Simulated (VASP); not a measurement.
A convergence study with VASP on InAs (zinc blende): one setting is varied, all else stays as given below, so the limit is that of these other settings.

```xyz
2
Lattice="0.0000 3.0300 3.0300 3.0300 0.0000 3.0300 3.0300 3.0300 0.0000" Properties=species:S:1:pos:R:3 pbc="T T T"
In     0.0000     0.0000     0.0000
As     1.5150     1.5150     1.5150
```

Calculation: PBE GGA, VASP's PBE PAW potentials (set 64) (plane waves; VASP). The tightest run used: 550 eV cut-off, 17×17×17 Γ-centred mesh, Gaussian smearing of 0.050 eV, potentials In_d As.

```json
[
 {"setting": "1×1×1 mesh", "E (eV/atom)": "3.4221", "pressure (GPa)": "67.88", "irreducible k-points": "1"},
 {"setting": "2×2×2 mesh", "E (eV/atom)": "-2.8681", "pressure (GPa)": "11.11", "irreducible k-points": "3"},
 {"setting": "3×3×3 mesh", "E (eV/atom)": "-3.6123", "pressure (GPa)": "5.38", "irreducible k-points": "4"},
 {"setting": "4×4×4 mesh", "E (eV/atom)": "-3.7721", "pressure (GPa)": "4.13", "irreducible k-points": "8"},
 {"setting": "5×5×5 mesh", "E (eV/atom)": "-3.8166", "pressure (GPa)": "3.76", "irreducible k-points": "10"}
]
```

Problem. These are the cheaper rows. Estimate the results at 17×17×17 mesh, and how far the last row shown lies from them.

Solution. 
```
quantity        tightest run  last row shown is off by
--------------  ------------  ------------------------
E (eV/atom)          -3.8408                    0.0242
pressure (GPa)          3.55                      0.21
```

Left out are rungs that failed or repeat a setting and relaxations that didn't move; long series are thinned to 24 rows.

The compound is InAs in the zinc blende structure. The cell was not relaxed at this level.
